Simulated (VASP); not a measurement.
VASP ran on this input.

### POSCAR
```
CoP
1.0
  0.0000000000   2.2820234677   2.2820234677
  2.2820234677   0.0000000000   2.2820234677
  2.2820234677   2.2820234677   0.0000000000
Co P
1 1
Cartesian
  0.0000000000   2.2820234677   2.2820234677
  2.2820234677   2.2820234677   2.2820234677
```

File KPOINTS:
```
Automatic
0
gamma
  12 12 12
0 0 0
```

### INCAR
```
ALGO = Normal
EDIFF = 1E-6
EDIFFG = -0.01
ENCUT = 400
GGA = PS
IBRION = 2
ISIF = 3
ISMEAR = 1
LASPH = T
LCHARG = F
LMAXMIX = 4
LREAL = F
LWAVE = F
NELM = 100
NSW = 60
PREC = Accurate
SIGMA = 0.1
SYSTEM = CoP
```

POTCAR, in this order: Co P (PBE.64 set). Program: vasp_std.

Question: Translate this PBEsol calculation to Ansatz.

Answer: One equivalent input (not run):
Ansatz 0.2 input:
```yaml
crystal:
  lattice:
    - [0.0000000, 2.2820235, 2.2820235]
    - [2.2820235, 0.0000000, 2.2820235]
    - [2.2820235, 2.2820235, 0.0000000]
  atoms:
    - { symbol: Co, position: [1.0000000, 0.0000000, 0.0000000] }
    - { symbol: P, position: [0.5000000, 0.5000000, 0.5000000] }
kpoints:
  mp_grid: { grid: [12, 12, 12] }
hamiltonian:
  xc: pbesol
  pseudopotentials: { kind: paw }
scf:
  occupations: { method: methfessel_paxton, width: 0.1 }
  max_iter: 100
relax:
  max_steps: 60
  f_tol: 0.01
  cell: {}
output: { forces: true, stress: true, eigenvalues: true }
```
The two are equivalent in intent, not identical: each code has its own PAW files, so the cut-off isn't converted (ENCUT is set for VASP's; basis.ecutwfc is left out, and Ansatz then takes the one that its files recommend); Ansatz stops its SCF on the density residual and VASP on the energy change (EDIFF).

The structure was generated: CoP was put into the rock salt type (Fm-3m), which need not be its known phase. This run relaxes it. Symmetry was kept, so distortions that lower it aren't found. The start is the result of an earlier pass.
